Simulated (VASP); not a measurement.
```xyz
2
Lattice="0.0000 2.6000 2.6000 2.6000 0.0000 2.6000 2.6000 2.6000 0.0000" Properties=species:S:1:pos:R:3 pbc="T T T"
Mg     0.0000     0.0000     0.0000
S      2.6000     2.6000     2.6000
```

Computed with r2SCAN+rVV10, VASP's PBE PAW potentials (set 64) (plane waves; VASP 6.6.1). Settings: 520 eV cut-off, 8×8×8 Γ-centred mesh, Gaussian smearing of 0.050 eV, potentials Mg S.

The ions, cell shape and volume are relaxed. Give the cell that the relaxation ends in.

```xyz
2
Lattice="0.0000 2.5893 2.5893 2.5893 0.0000 2.5893 2.5893 2.5893 0.0000" Properties=species:S:1:pos:R:3 pbc="T T T"
Mg     0.0000     0.0000     0.0000
S      2.5893     2.5893     2.5893
```
Space group Fm-3m (225), at a tolerance of 0.03 Å.

How do energy and volume change from the first to the last step?

The energy (σ→0) changes by -0.6 meV/atom and the volume by -1.2 %, in 3 ionic steps.

The compound is MgS in the rock salt structure. This run relaxes it. Symmetry was kept, so distortions that lower it aren't found.
